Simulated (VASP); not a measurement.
Level of theory: LDA (Ceperley-Alder, Perdew-Zunger), VASP's LDA PAW potentials (set 64) (plane waves; VASP 6.6.1).

VASP ran on this input.

### INCAR
```
# general
SYSTEM  = KTaO3
PREC    = Accurate
ENCUT   = 520   # plane-wave cut-off (eV)
LREAL   = .False.   # projection in real space or not
LASPH   = .True.
NBANDS  = 69

# electronic loop
EDIFF   = 1E-7   # SCF stop (eV)
NELM    = 100
ALGO    = Normal
LMAXMIX = 6

# smearing
ISMEAR  = 0
SIGMA   = 0.01   # width (eV)

# output
LWAVE   = .False.
LCHARG  = .False.
NEDOS   = 1001   # DOS grid

# other
LOPTICS = .True.
CSHIFT  = 0.1
```

POSCAR:
```
KTaO3
1
    3.9605448231     0.0000000000     0.0000000000
    0.0000000000     3.9605448231     0.0000000000
    0.0000000000     0.0000000000     3.9605448231
K Ta O
1 1 3
Direct
  0.0000000000   0.0000000000   0.0000000000
  0.5000000000   0.5000000000   0.5000000000
  0.5000000000   0.0000000000   0.5000000000
  0.0000000000   0.5000000000   0.5000000000
  0.5000000000   0.5000000000   0.0000000000
```

KPOINTS:
```
Automatic mesh
0
Gamma
7 7 7
0 0 0
```

POTCAR, in this order: K_sv Ta_pv O (LDA.64 set). Program: vasp_std.

Output

**OSZICAR**
```
       N       E                     dE             d eps       ncg     rms          rms(c)
DAV:   1     0.344242978176E+03    0.34424E+03   -0.16257E+04  2760   0.564E+02
DAV:   2    -0.320692262599E+02   -0.37631E+03   -0.33030E+03  3062   0.205E+02
DAV:   3    -0.530428963133E+02   -0.20974E+02   -0.20669E+02  3323   0.491E+01
DAV:   4    -0.533023305992E+02   -0.25943E+00   -0.25863E+00  3360   0.473E+00
DAV:   5    -0.533082388254E+02   -0.59082E-02   -0.59076E-02  3203   0.642E-01    0.373E+01
DAV:   6    -0.454370033185E+02    0.78712E+01   -0.60846E+00  3175   0.154E+01    0.139E+01
DAV:   7    -0.451736933100E+02    0.26331E+00   -0.97287E-01  3067   0.349E+00    0.102E+01
DAV:   8    -0.450838638755E+02    0.89829E-01   -0.26063E-01  3111   0.214E+00    0.319E+00
DAV:   9    -0.450602597661E+02    0.23604E-01   -0.19227E-02  3105   0.682E-01    0.250E-01
DAV:  10    -0.450588712808E+02    0.13885E-02   -0.17852E-03  3417   0.200E-01    0.181E-01
DAV:  11    -0.450587802337E+02    0.91047E-04   -0.20036E-04  3214   0.635E-02    0.271E-02
DAV:  12    -0.450587800805E+02    0.15314E-06   -0.33482E-05  3046   0.279E-02    0.141E-02
DAV:  13    -0.450587773561E+02    0.27244E-05   -0.25070E-06  3134   0.874E-03    0.556E-03
DAV:  14    -0.450587772415E+02    0.11464E-06   -0.48495E-07  3403   0.276E-03    0.304E-03
DAV:  15    -0.450587772394E+02    0.20877E-08   -0.13248E-08  1865   0.540E-04
   1 F= -.45058777E+02 E0= -.45058777E+02  d E =-.541757E-23
 imaginary and real dielectric function
```

### OUTCAR
```
------------------------ aborting loop because EDIFF is reached ----------------------------------------
  FORCE on cell =-STRESS in cart. coord.  units (eV):
  Direction    XX          YY          ZZ          XY          YZ          ZX
  --------------------------------------------------------------------------------------
  Total       -0.0339464     -0.0339464     -0.0339464     -0.0000000     -0.0000000      0.0000000
  in kB       -0.8754658     -0.8754658     -0.8754658     -0.0000000     -0.0000000      0.0000000
  external PRESSURE =      -0.8754658 kB  Pullay stress =       0.0000000 kB
  volume of cell :       62.12
      direct lattice vectors                 reciprocal lattice vectors
     3.960544823  0.000000000  0.000000000     0.252490514  0.000000000  0.000000000
     0.000000000  3.960544823  0.000000000     0.000000000  0.252490514  0.000000000
     0.000000000  0.000000000  3.960544823     0.000000000  0.000000000  0.252490514
 POSITION                                       TOTAL-FORCE (eV/Angst)
 -----------------------------------------------------------------------------------
      0.00000      0.00000      0.00000         0.000000      0.000000      0.000000
      1.98027      1.98027      1.98027         0.000000      0.000000      0.000000
      1.98027      0.00000      1.98027         0.000000      0.000000      0.000000
      0.00000      1.98027      1.98027         0.000000      0.000000      0.000000
      1.98027      1.98027      0.00000         0.000000      0.000000      0.000000
 -----------------------------------------------------------------------------------
    total drift:                                0.000000      0.000000     -0.000000
  FREE ENERGIE OF THE ION-ELECTRON SYSTEM (eV)
  ---------------------------------------------------
  free  energy   TOTEN  =       -45.0587772394 eV

  energy  without entropy=      -45.0587772394  energy(sigma->0) =      -45.05877724

 plasma frequency squared (from intraband transitions) (eV^2)
  --------------------------------------------------------------------------------------
       0.000       0.000       0.000
       0.000       0.000       0.000
       0.000       0.000       0.000

 plasma frequency squared (from interband transitions, int dw w eps(2)(w)) (eV^2)
  --------------------------------------------------------------------------------------
     715.095       0.000      -0.000       0.000      -0.000      -0.000
      -0.000      -0.000     715.095       0.000       0.000       0.000
      -0.000       0.000       0.000      -0.000     715.095       0.000
```
(Selected blocks of OUTCAR.)

The dielectric response may not be converged in the k-mesh; for small gaps it tends to come out too large.

The compound is KTaO3 in the cubic perovskite structure. It was relaxed first.
